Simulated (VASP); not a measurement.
Here is the system:

```
Sn
1.0
    4.63846     0.00000     0.00000
   -2.31923     4.01702     0.00000
    0.00000     0.00000     7.61301
Sn
4
Cartesian
  0.00000   2.67802   0.47937
  2.31923   1.33901   4.28587
  2.31923   1.33901   7.13364
  0.00000   2.67802   3.32714
```

Computed with r2SCAN meta-GGA, VASP's PBE PAW potentials (set 64) (plane waves; VASP). Settings: 400 eV cut-off, 6×6×4 Γ-centred mesh, tetrahedra with Blöchl corrections, potentials Sn_d.

The cores are frozen, which limits the accuracy of field gradients.

Question: Give the principal components of the electric field gradient (V/Å²) and the asymmetry η at each nucleus.

Answer: 
```
atom   Vxx   Vyy  Vzz     η
----  ----  ----  ---  ----
Sn1   -4.0  -4.0  8.0  0.00
Sn2   -4.0  -4.0  8.0  0.00
Sn3   -4.0  -4.0  8.0  0.00
Sn4   -4.0  -4.0  8.0  0.00
```

The structure was generated: Sn was put into the lonsdaleite type (P6_3/mmc), which need not be its known phase. It was relaxed first, which changed the volume by +22 %.
